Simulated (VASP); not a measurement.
Consider the following.

```yaml
crystal:
  lattice:
    - [3.69832, 0.00000, 0.00000]
    - [0.00000, 3.69832, 0.00000]
    - [0.00000, 0.00000, 8.86028]
  atoms:
    - { symbol: Zr, position: [0.00000, 0.50000, 0.26436] }
    - { symbol: Zr, position: [0.50000, 0.00000, 0.73564] }
    - { symbol: Si, position: [0.50000, 0.50000, 0.50000] }
    - { symbol: Si, position: [0.00000, 0.00000, 0.50000] }
    - { symbol: Te, position: [0.50000, 0.00000, 0.12921] }
    - { symbol: Te, position: [0.00000, 0.50000, 0.87079] }
```

Level of theory: LDA (Ceperley-Alder, Perdew-Zunger) with spin-orbit coupling, VASP's LDA PAW potentials (set 64) (plane waves; VASP 6.6.1). Run with 400 eV cut-off, 6×6×3 Γ-centred mesh, Gaussian smearing of 0.050 eV, potentials Zr_sv Si Te.

### Question
What does the run give for the energy per atom (σ→0), band gap (over mesh and band path) with the smallest direct gap where there is one?

### Answer

- band gap (over mesh and band path) = none (metal, semimetal or under 0.01 eV)
- energy per atom (σ→0) = -7.305 eV/atom

Only differences to runs with the same potentials and settings are physical.

The structure comes from a computed database's ZrSiTe entry (P4/nmm); how it stands against other phases isn't given here. It was relaxed first, which changed the volume by -12 %.
